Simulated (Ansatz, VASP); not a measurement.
One calculation of NaLa, two programs

The input INCAR:

```
PREC = Accurate ; ENCUT = 520
EDIFF = 1E-6 ; ISMEAR = -1
SIGMA = 0.05 ; LREAL = F
LASPH = T ; NELM = 100
ALGO = Normal ; ISIF = 2
LWAVE = F ; LCHARG = F
GGA = PE ; NBANDS = 16
```

File KPOINTS:

```
regular mesh
0
Gamma
  7 7 4
```

Contents of POSCAR:

```
NaLa
1.0
    3.4620007380      0.0000000000      0.0000000000
   -1.7310003689      2.9981805870      0.0000000000
    0.0000000000      0.0000000000      6.4837820000
La Na
1 1
Direct
    0.3333333333      0.6666666667      0.5000000000
    0.0000000000      0.0000000000      0.0000000000
```

input.yaml

```yaml
crystal:
  lattice:
    - [3.462000738, 0.0, 0.0]
    - [-1.7310003689, 2.998180587, 0.0]
    - [0.0, 0.0, 6.483782]
  atoms:
    - { symbol: La, position: [0.3333333333, 0.6666666667, 0.5] }
    - { symbol: Na, position: [0.0, 0.0, 0.0] }
hamiltonian:
  xc: pbe
  pseudopotentials: { kind: paw }
kpoints:
  mp_grid: { grid: [7, 7, 4] }
scf:
  occupations: { method: fermi_dirac, width: 0.05 }
output:
  forces: true
  stress: true
  eigenvalues: true
```

The cell comes from a database or a generator and needn't be the stable form of this composition.

Alike in both runs: task single point; functional PBE; k mesh 7 × 7 × 4; occupations fermi-dirac, width 0.05 eV; no spin polarisation.

|  | VASP | Ansatz |
| --- | --- | --- |
| version | VASP 6.6.1 | Ansatz 0.2.0 |
| potentials or method | VASP PAW PBE potentials, release 64 (La, Na_pv) | Ansatz PAW |
| plane-wave cutoff (eV) | 520 | 420 |
| valence electrons in the cell | 18 | 20 |

```tsv
	VASP	Ansatz	Ansatz less VASP
gap on the k mesh at the Fermi level (eV)	none	none	-
pressure (GPa)	1.6	1.6	-0.01
largest component of the traceless stress (GPa)	0.78	0.77	-0.013
```

A gap of «none» marks a metal or a gap that the smearing closes. The two sets of potentials don't hold the same shells in valence.

Spin-orbit coupling is left out, which matters for the levels of La.
